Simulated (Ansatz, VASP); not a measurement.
# AlCo: VASP beside Ansatz

One calculation is typed for both programs; each brings its own data sets. How far apart do they land? The cell is taken from a series of runs on this material, whose earlier steps may have relaxed, scaled, displaced or heated it; both programs get it as it stands.

Main program and level: Ansatz 0.2.0; plane waves, with VASP 6.6.1 beside it; PBEsol.

## (1) The structure

It takes space group Pm-3m (No. 221, cubic). Conventional cell: a = 2.765 Å, b = 2.765 Å, c = 2.765 Å, α = 90.00°, β = 90.00°, γ = 90.00°. Nearest to Al lie 8 Co at 2.39 Å. Co has 8 Al at 2.39 Å nearest. Farther neighbours are not listed.

As a file:

```cif
data_structure
_symmetry_space_group_name_H-M 'Pm-3m'
_symmetry_Int_Tables_number 221
_cell_length_a 2.7646
_cell_length_b 2.7646
_cell_length_c 2.7646
_cell_angle_alpha 90.000
_cell_angle_beta 90.000
_cell_angle_gamma 90.000
_cell_volume 21.13
loop_
_atom_site_label
_atom_site_type_symbol
_atom_site_symmetry_multiplicity
_atom_site_Wyckoff_symbol
_atom_site_fract_x
_atom_site_fract_y
_atom_site_fract_z
_atom_site_occupancy
Al1 Al 1 a 0.00000 0.00000 0.00000 1
Co1 Co 1 b 0.50000 0.50000 0.50000 1
```

## (2) VASP: zone-centre phonons, PBEsol, pair 1

Second derivatives magnify differences that forces hide, and they need a tight electronic threshold.

Lines of VASP's logs that name or quote its potential files are left out, and so is its time.

INCAR reads:

```
SYSTEM = AlCo
PREC = Accurate
ENCUT = 600
EDIFF = 1E-08
NELM = 120
ISMEAR = 1
SIGMA = 0.2
LREAL = .FALSE.
ALGO = Normal
GGA = PS
NBANDS = 12
LASPH = .TRUE.
LORBIT = 11
LWAVE = .FALSE.
LCHARG = .FALSE.
ISIF = 2
IBRION = 8
GGA_COMPAT = .FALSE.
KPAR = 2
```

POSCAR reads:

```
AlCo
1.0
    2.7645966623      0.0000000000      0.0000000000
    0.0000000000      2.7645966623      0.0000000000
    0.0000000000      0.0000000000      2.7645966623
Al Co
1 1
Direct
    0.0000000000      0.0000000000      0.0000000000
    0.5000000000      0.5000000000      0.5000000000
```

KPOINTS reads:

```
Automatic mesh
0
Gamma
16 16 16
0 0 0
```

The projector-augmented-wave data sets are Al and Co (PBE family, release 64).

Command:

```bash
> mpirun -np 2 vasp_std
```

Numbers of over 12 decimals in the logs are rounded to 6 here.

What it wrote:

```text
[banner, memory and clock lines left out]
running    2 mpi-ranks, on    1 nodes
 distrk:  each k-point on    1 cores,    2 groups
 distr:  one band on    1 cores,    1 groups

 POSCAR found type information on POSCAR AlCo
 POSCAR found :  2 types and       2 ions
|                                                                             |
|               ----> ADVICE to this user running VASP <----                  |
|                                                                             |
|     You enforced a specific xc type in the INCAR file but a different       |
|     [... a line on the potential file left out ...]
|     I HOPE YOU KNOW WHAT YOU ARE DOING!                                     |
|                                                                             |

 LDA part: xc-table for (Slater+PW92), standard interpolation
 POSCAR, INCAR and KPOINTS ok, starting setup
 FFT: planning ... GRIDC
 FFT: planning ... GRID_SOFT
 FFT: planning ... GRID
 WAVECAR not read
 entering main loop
       N       E                     dE             d eps       ncg     rms          rms(c)
DAV:   1     0.396223863042E+02    0.39622E+02   -0.58980E+03  4024   0.121E+03
DAV:   2    -0.131700200184E+02   -0.52792E+02   -0.48445E+02  4080   0.195E+02
DAV:   3    -0.149449469207E+02   -0.17749E+01   -0.17583E+01  4740   0.416E+01
DAV:   4    -0.149719128346E+02   -0.26966E-01   -0.26955E-01  4480   0.463E+00
DAV:   5    -0.149727835787E+02   -0.87074E-03   -0.87073E-03  4848   0.911E-01    0.141E+01
DAV:   6    -0.172669200238E+02   -0.22941E+01   -0.61847E+01  4400   0.111E+02    0.165E+01
DAV:   7    -0.130800563830E+02    0.41869E+01   -0.28511E+01  4432   0.700E+01    0.205E+00
DAV:   8    -0.130400951818E+02    0.39961E-01   -0.19409E-01  4468   0.370E+00    0.115E+00
DAV:   9    -0.130250066848E+02    0.15088E-01   -0.24338E-02  5336   0.201E+00    0.292E-01
DAV:  10    -0.130245847638E+02    0.42192E-03   -0.44222E-04  4668   0.205E-01    0.161E-01
DAV:  11    -0.130245579322E+02    0.26832E-04   -0.24016E-05  4816   0.380E-02    0.107E-02
DAV:  12    -0.130245573926E+02    0.53962E-06   -0.32614E-06  5108   0.210E-02    0.516E-03
DAV:  13    -0.130245574244E+02   -0.31792E-07   -0.11366E-07  4992   0.270E-03    0.867E-04
DAV:  14    -0.130245574474E+02   -0.23001E-07   -0.22293E-09  2664   0.439E-04    0.206E-04
DAV:  15    -0.130245574516E+02   -0.41749E-08   -0.39191E-10  2284   0.240E-04
   1 F= -.13024557E+02 E0= -.13025274E+02  d E =0.215083E-02
 Linear response reoptimize wavefunctions to high precision
DAV:   1    -0.130245574527E+02   -0.10913E-08   -0.74965E-11  2532   0.885E-05
DAV:   2    -0.130245574526E+02    0.32628E-10   -0.16983E-11  2236   0.403E-05
 Linear response DOF=           2
 Linear response progress:
  Degree of freedom:   1/  2
       N       E                     dE             d eps       ncg     rms          rms(c)
RMM:   1    -0.625189105002E-02   -0.62519E-02    0.84368E-04 21363   0.657E-01
RMM:   2    -0.592635048748E-02    0.32554E-03   -0.12764E-04 14747   0.233E-01    0.627E-02
RMM:   3    -0.591335504177E-02    0.12995E-04   -0.12064E-04 15791   0.865E-02    0.309E-02
RMM:   4    -0.599843238900E-02   -0.85077E-04   -0.47499E-05 15805   0.518E-02    0.598E-03
RMM:   5    -0.600723084316E-02   -0.87985E-05   -0.29598E-06 16134   0.127E-02    0.237E-03
RMM:   6    -0.601001231361E-02   -0.27815E-05   -0.12281E-07 15436   0.360E-03    0.107E-03
RMM:   7    -0.601010982759E-02   -0.97514E-07   -0.26898E-08 14872   0.193E-03    0.586E-04
RMM:   8    -0.600995053285E-02    0.15929E-06   -0.43522E-09 17163   0.591E-04    0.310E-04
RMM:   9    -0.601024812741E-02   -0.29759E-06    0.13816E-10 17214   0.164E-04    0.908E-06
RMM:  10    -0.601021980040E-02    0.28327E-07   -0.10151E-11 17420   0.494E-05    0.168E-05
RMM:  11    -0.601023748542E-02   -0.17685E-07    0.31561E-11 16993   0.153E-05    0.214E-06
RMM:  12    -0.601023350370E-02    0.39817E-08    0.42663E-12 16877   0.582E-06    0.418E-07
 first order change of Fermi-energy   0.34950E-04
 force on displaced ion       1 direction 1 :  -9.804   0.000  -0.000
 Linear response progress:
  Degree of freedom:   2/  2
       N       E                     dE             d eps       ncg     rms          rms(c)
RMM:   1    -0.167873496805E+00   -0.16787E+00   -0.10307E-01 14411   0.261E+00
RMM:   2    -0.167638127030E+00    0.23537E-03   -0.27829E-03 14633   0.549E-01    0.174E-01
RMM:   3    -0.167538005316E+00    0.10012E-03   -0.18288E-04 15313   0.115E-01    0.104E-01
RMM:   4    -0.167926472559E+00   -0.38847E-03   -0.24706E-04 16286   0.120E-01    0.790E-03
RMM:   5    -0.167896302954E+00    0.30170E-04   -0.60775E-06 16688   0.263E-02    0.621E-03
RMM:   6    -0.167882202861E+00    0.14100E-04   -0.41288E-07 15151   0.742E-03    0.457E-03
RMM:   7    -0.167836365854E+00    0.45837E-04   -0.14321E-07 14884   0.474E-03    0.328E-04
RMM:   8    -0.167835215338E+00    0.11505E-05   -0.26085E-08 17395   0.124E-03    0.224E-04
RMM:   9    -0.167837022044E+00   -0.18067E-05   -0.55844E-09 17154   0.503E-04    0.479E-05
RMM:  10    -0.167836644538E+00    0.37751E-06   -0.50652E-10 17825   0.151E-04    0.191E-05
RMM:  11    -0.167836628315E+00    0.16222E-07   -0.62836E-11 18007   0.401E-05    0.334E-06
RMM:  12    -0.167836660237E+00   -0.31922E-07   -0.51009E-11 17887   0.135E-05    0.145E-06
RMM:  13    -0.167836652527E+00    0.77102E-08   -0.16439E-11 16357   0.601E-06    0.545E-07
 first order change of Fermi-energy   0.30014E-02
 force on displaced ion       2 direction 1 :  -9.794  -0.000   0.000
 Linear response finished
```

OUTCAR, selected parts (step 2):

```text
ion  position               nearest neighbor table
   1  0.000  0.000  0.000-   2 2.39   2 2.39   2 2.39   2 2.39   2 2.39   2 2.39   2 2.39   2 2.39

  LATTYP: Found a simple cubic cell.
 ALAT       =     2.7645966623

 Subroutine GETGRP returns: Found 48 space group operations
 (whereof 48 operations were pure point group operations)

The static configuration has the point symmetry O_h .

 Found    165 irreducible k-points:

   k-points           NKPTS =    165   k-points in BZ     NKDIM =    165   number of bands    NBANDS=     12

   dimension x,y,z NGX =    24 NGY =   24 NGZ =   24
   dimension x,y,z NGXF=    48 NGYF=   48 NGZF=   48

   ENCUT  =  600.0 eV  44.10 Ry    6.64 a.u.   5.52  5.52  5.52*2*pi/ulx,y,z

   NELECT =      12.0000    total number of electrons

 k-points in reciprocal lattice and weights: Automatic mesh
   0.00000000  0.00000000  0.00000000       0.000
   0.06250000  0.00000000  0.00000000       0.001
   0.12500000  0.00000000  0.00000000       0.001
   0.18750000  0.00000000  0.00000000       0.001
   0.25000000  0.00000000  0.00000000       0.001
   0.31250000  0.00000000  0.00000000       0.001
   0.37500000  0.00000000  0.00000000       0.001
   0.43750000  0.00000000  0.00000000       0.001
   0.50000000  0.00000000  0.00000000       0.001
[...]
0.50000000  0.50000000  0.43750000       0.001
   0.50000000  0.50000000  0.50000000       0.000

 average (electrostatic) potential at core
       1 -67.5224       2 -76.4936

  Total        1.8167186      1.8167186      1.8167186     -0.0000000      0.0000000      0.0000000
  in kB      137.7535832    137.7535832    137.7535832     -0.0000000      0.0000000      0.0000000
  external PRESSURE =     137.7535832 kB  Pullay stress =       0.0000000 kB

  energy-cutoff  :      600.00
  volume of cell :       21.13
      direct lattice vectors                 reciprocal lattice vectors
     2.764596662  0.000000000  0.000000000     0.361716417  0.000000000  0.000000000
     0.000000000  2.764596662  0.000000000     0.000000000  0.361716417  0.000000000
     0.000000000  0.000000000  2.764596662     0.000000000  0.000000000  0.361716417

 POSITION                                       TOTAL-FORCE (eV/Angst)
 -----------------------------------------------------------------------------------
      0.00000      0.00000      0.00000         0.000000      0.000000      0.000000
      1.38230      1.38230      1.38230         0.000000      0.000000      0.000000
 -----------------------------------------------------------------------------------
    total drift:                                0.000000     -0.000000     -0.000000

 Eigenvectors and eigenvalues of the dynamical matrix
 ----------------------------------------------------

   1 f  =   11.376278 THz    71.479260 2PiTHz  379.471772 cm-1    47.048482 meV
             X         Y         Z           dx          dy          dz
      0.000000  0.000000  0.000000    -0.000000   -0.000000    0.828359
      1.382298  1.382298  1.382298     0.000000    0.000000   -0.560197

   2 f  =   11.376278 THz    71.479260 2PiTHz  379.471772 cm-1    47.048482 meV
             X         Y         Z           dx          dy          dz
      0.000000  0.000000  0.000000    -0.000479   -0.828359   -0.000000
      1.382298  1.382298  1.382298     0.000324    0.560197    0.000000

   3 f  =   11.376278 THz    71.479260 2PiTHz  379.471772 cm-1    47.048482 meV
             X         Y         Z           dx          dy          dz
      0.000000  0.000000  0.000000    -0.828359    0.000479   -0.000000
      1.382298  1.382298  1.382298     0.560197   -0.000324    0.000000

   4 f/i=    0.002770 THz     0.017407 2PiTHz    0.092408 cm-1     0.011457 meV
             X         Y         Z           dx          dy          dz
      0.000000  0.000000  0.000000     0.057098    0.557279    0.000000
      1.382298  1.382298  1.382298     0.084430    0.824046    0.000000

   5 f/i=    0.002770 THz     0.017407 2PiTHz    0.092408 cm-1     0.011457 meV
             X         Y         Z           dx          dy          dz
      0.000000  0.000000  0.000000     0.000000    0.000000   -0.560197
      1.382298  1.382298  1.382298    -0.000000    0.000000   -0.828359

   6 f/i=    0.002770 THz     0.017407 2PiTHz    0.092408 cm-1     0.011457 meV
             X         Y         Z           dx          dy          dz
      0.000000  0.000000  0.000000     0.557279   -0.057098    0.000000
      1.382298  1.382298  1.382298     0.824046   -0.084430    0.000000

 ELASTIC MODULI CONTR FROM IONIC RELAXATION (kBar)
 Direction    XX          YY          ZZ          XY          YZ          ZX
 --------------------------------------------------------------------------------
 XX           0.0000      0.0000      0.0000      0.0000      0.0000      0.0000
 YY           0.0000      0.0000      0.0000      0.0000      0.0000      0.0000
 ZZ           0.0000      0.0000      0.0000      0.0000      0.0000      0.0000
 XY           0.0000      0.0000      0.0000      0.0000      0.0000      0.0000
 YZ           0.0000      0.0000      0.0000      0.0000      0.0000      0.0000
 ZX           0.0000      0.0000      0.0000      0.0000      0.0000      0.0000
 --------------------------------------------------------------------------------
```

This run has no spin polarisation, so a moment on Co, if there is one, isn't seen.

## (3) Ansatz: zone-centre phonons, PBEsol, pair 1

Ansatz runs on its PAW soft_1 files.

The same cell, functional, mesh and smearing now go to Ansatz, which takes its cutoff from its data sets.

input.yaml reads:

```yaml
crystal:
  lattice:
    - [2.7645966623, 0.0, 0.0]
    - [0.0, 2.7645966623, 0.0]
    - [0.0, 0.0, 2.7645966623]
  atoms:
    - { symbol: Al, position: [0.0, 0.0, 0.0] }
    - { symbol: Co, position: [0.5, 0.5, 0.5] }
kpoints:
  mp_grid: { grid: [16, 16, 16] }
hamiltonian:
  xc: pbesol
  pseudopotentials: { kind: paw, azcp: { folder: soft_1 }, xc_functional: pbe }
scf:
  occupations: { method: methfessel_paxton, width: 0.2 }
output:
  eigenvalues: true
phonons:
  method: dfpt
```

Command:

```bash
> ansatz run input.yaml --threads 4 --pin off --max-ram 10240MiB --backend cpu --events-out ev --progress --plain --runs-dir out
```

What it wrote:

```text
Engine: ansatz 0.2.0, x86_64-unknown-linux-gnu
Pseudopotentials: kind: paw
Pseudopotential: Al, paw, valence charge 3, recommended cutoff 420 eV (normal), soft_1/Al.paw.azcp
Pseudopotential: Co, paw, valence charge 17, recommended cutoff 420 eV (normal), soft_1/Co.paw.azcp
Functional definition: PBEsol
  exchange = pbesol_x
  correlation = pbesol_c
Crystal: 2 atoms, lattice volume = 21.130 Å³
Basis set: ecut = 420 eV, 437 PW (Γ), exchange–correlation on 40×40×40 points (8 copies of the dense FFT grid, shifted against one another)
Bands: 14, of which v1, the nominal top of the filled ones, is band 10 counted from 1 (9 counted from 0)
Symmetry: 48 space group operations
k-points: 405 of 4096 (irreducible under 8 space group operations, time reversal used)
Non-local potential: Al, projectors of the file, l = 0: 2, l = 1: 2, l = 2: 1
Non-local potential: Co, projectors of the file, l = 0: 3, l = 1: 2, l = 2: 3, l = 3: 1
PAW form: soft (Blöchl's): semilocal exchange-correlation on the pseudo side does not see the compensation charge
PAW frozen core: Al, regenerated for the run's functional, and the local potential with it (the file was generated under x = pbe(κ = 0.804, μ = 0.219515), c = pbe(β = 0.066725))
PAW frozen core: Co, regenerated for the run's functional, and the local potential with it (the file was generated under x = pbe(κ = 0.804, μ = 0.219515), c = pbe(β = 0.066725))
PAW one-centre angular grid: Al, 110 points (default); XC on 64 Gauss nodes
PAW one-centre angular grid: Co, 590 points (default); XC on 64 Gauss nodes
Initial density: superposition of atomic densities (chi_scale 0.1, normalization cell, long waves kept (reshape's long-wave potential 0.00 eV rms))
Initial wavefunctions: pseudopotential atomic-orbital guess
Functional: x = pbesol(κ = 0.804, μ = 0.123457), c = pbesol(β = 0.046)
SCF iter   1: F=—  HF=-5618.913891 eV  |F-HF|=—  |Δ(HF+E_count)|=         —  Δρ=6.14e-2  dr2=6.56e-1  ethr=3.10e-3  ⟨swp⟩=4.2  Hψ=25904  notcnv=0
preconditioner: auto → none  [metal: Δε(μ)=0.013 eV  Ē_g=9.141 eV  σ=0.200 eV  W_gap=0.05  n_scr=6 (ndim 8)  ℏωp=28.0 eV  f_vac=0.000  D(μ)=0.76/eV (n_scr^D=6)  sad-step TF]
SCF iter   2: F=—  HF=-5618.897498 eV  |F-HF|=—  |Δ(HF+E_count)|=   1.64e-2  S|Δr|=    0.00e0  Δρ=7.00e-2  dr2=8.95e-1  ethr=3.10e-3  ⟨swp⟩=1.1  Hψ=8948  notcnv=0
SCF iter   3: F=—  HF=-5618.729742 eV  |F-HF|=—  |Δ(HF+E_count)|=   1.68e-1  S|Δr|=    0.00e0  Δρ=1.39e-2  dr2=3.18e-2  ethr=3.10e-3  ⟨swp⟩=2.0  Hψ=7344  notcnv=0
SCF iter   4: F=—  HF=-5618.723452 eV  |F-HF|=—  |Δ(HF+E_count)|=   6.29e-3  S|Δr|=    0.00e0  Δρ=4.91e-4  dr2=2.33e-5  ethr=1.59e-4  ⟨swp⟩=1.1  Hψ=8636  notcnv=0  defer=10
SCF iter   5: F=—  HF=-5618.723480 eV  |F-HF|=—  |Δ(HF+E_count)|=   2.89e-5  S|Δr|=    0.00e0  Δρ=2.15e-4  dr2=5.83e-6  ethr=1.17e-7  ⟨swp⟩=2.1  Hψ=8168  notcnv=0  defer=10
SCF iter   6: F=—  HF=-5618.723471 eV  |F-HF|=—  |Δ(HF+E_count)|=   8.96e-6  S|Δr|=    0.00e0  Δρ=6.09e-6  dr2=3.80e-9  ethr=2.92e-8  ⟨swp⟩=2.2  Hψ=7892  notcnv=0  defer=10
SCF iter   7: F=—  HF=-5618.723473 eV  |F-HF|=—  |Δ(HF+E_count)|=   1.18e-6  S|Δr|=    0.00e0  Δρ=6.29e-7  dr2=3.58e-11  ethr=1.90e-11  ⟨swp⟩=2.1  Hψ=9121  notcnv=0  defer=10
SCF iter   8: F=-5618.723473 eV  HF=-5618.723473 eV  |F-HF|=3.64e-12  |Δ(HF+E_count)|=  1.73e-11  S|Δr|=    0.00e0  Δρ=1.21e-7  dr2=1.93e-12  ethr=1.00e-12  ⟨swp⟩=5.4  Hψ=23948  notcnv=0
SCF 1 converged in 8 iterations: F = -5618.723473 eV  dr2 = 1.93e-12
  greatest PAW one-centre occupation: 1.001 electrons in one spin orbital (limit 2), on the Co atom at site 1 (counted from 0), in its partial waves of l = 1
DFPT response loops at Γ: preconditioner auto → Kerker (q_TF=auto, 2.703 Å⁻¹) (partly filled bands, converged f_vac=0.000); β = 1.00, the filter's whole step (`scf.mixing.beta` (0.50) is not read by the response loops under this deck's `scf.mixing.preconditioner`; to damp them name `kerker` or `kerker_dos`, under which they read `scf.mixing.beta`, and type it under 1.00, their step now; both keys bind the ground state too); Broyden in place of MSR1
SCF converged after 8 iterations
Stability not checked: this state was not tested for a lower state beside it, because cold or Methfessel-Paxton smearing, or corrected tetrahedra, fill the levels in a way that the test cannot read (fill_not_monotonic; see scf.lower_state_search)
Free energy (F): -5618.723473 eV
Harris-Foulkes:  -5618.723473 eV  (|F-HF|=3.64e-12)
Internal energy: -5618.725716 eV  (E = F + TS)
E sigma→0 (E₀):  -5618.724034 eV
Entropy (-TS):   0.002244 eV (1.122 meV/atom)
Fermi energy:    15.992927 eV
Step filling:    the computed levels leave a gap of 0.0244 eV = 0.1 smearing widths at the electron count; against every level under it full and every level over it empty, smearing changes F+E_penalty+E_count by +0.692 meV and its σ→0 estimate by +0.131 meV
--- Per-component energies (eV) ---
  E_band       = -257.156915
  E_kinetic    = 325.831207
  E_local      = -3379.508793  (includes V_loc(G=0)·N_el)
  E_nonlocal   = 450.951493
  E_hartree    = 1532.752815
  E_xc         = -132.952450
  E_vxc        = -152.786716  (∫ρ·V_xc dr)
  E_paw        = -2001.014083  (= ΣΔE_a)
  E_vpaw       = -567.149719  (= ΣTr[D̂ρ^β])
  E_aug_tail   = 0.000002  (compensation charges beyond the density's cutoff)
  E_ewald      = -2414.993465
  E_core_change = 0.207559  (= ΣΔE_core)
  E_smearing   = 0.002244  (= −TS)
  E_closure    = 0.000000  (closes the sum)
  Σ components = -5618.723473   (vs F -5618.723473, Δ=0.00e0)
--- Band table (eV; the first three rows and the last of 405) ---
  k-point 0: bands = [... 6 lower, 12.5384, 15.0463, 15.0463, 15.0463, 22.3931, 22.3931, 22.3931, 25.0754]
  k-point 1: bands = [... 6 lower, 12.5620, 15.0004, 15.0004, 15.0513, 21.5977, 22.5039, 22.5039, 25.0569]
  k-point 2: bands = [... 6 lower, 12.6301, 14.8742, 14.8742, 15.0655, 20.2071, 22.8251, 22.8251, 25.0019]
  k-point 404: bands = [... 6 lower, 11.5885, 15.7430, 15.7430, 18.3148, 18.3148, 18.3148, 20.9836, 21.8681]
--- Phonons (Γ-DFPT): 2 representative perturbations + reference, on 405 of 4096 k-points (Σ response iterations 6) ---
  k mesh reduced under 8 symmetry operations, with k and −k counted as one. Each operation leaves every solved perturbation unchanged. A smaller set is not used because it would not reduce the number of displacements times k-points to solve
  ASR residual: 3.283e-5 → 0.000e0 eV/Å²; symmetrization residual: 1.173e-6 eV/Å²
  ASR residual per site (eV/Å²): 3.28e-5 1.09e-5
  Γ frequencies (cm⁻¹): 0.00 0.00 0.00 378.06 378.06 378.06
  non-analytic LO–TO correction: not included (Born effective charges unavailable; polar crystals: no LO–TO splitting at Γ)
```

The column dr2 measures how far the density is from self-consistency, as an energy; F and HF (Harris–Foulkes) agree once it is small.

## (4) Differences

Known differences besides the potentials themselves: the data sets hold 20 valence electrons in Ansatz (on its PAW soft_1 files) and 12 in VASP; the cutoff is 420 eV in Ansatz and 600 eV in VASP; Ansatz makes its cores anew for this functional, VASP keeps those of its PBE data sets. Total energies have different zeros and are not compared.

Both answers:

```csv
quantity,Ansatz,VASP,difference
optical mode 1 to 3 (cm⁻¹),378.1,379.5,-0.37 %
```

Modes are paired by rising frequency, not by their patterns, so a pair may set unlike modes beside each other; they are those without the splitting of longitudinal modes.

(Continued in part 2 of 2.)

[Lines on the potential files, build, host, timing and source positions are cut from VASP's logs without a mark.]

[Logs are printed without paths, hosts, clocks, repeated set-up lines and the standing remarks that a program may print on its own settings, such as how far it seeks lower states.]

[Hosts, paths, dates, database ids (printed as entryN), source tags and the programs' standing remarks are cut or masked in the printed files.]
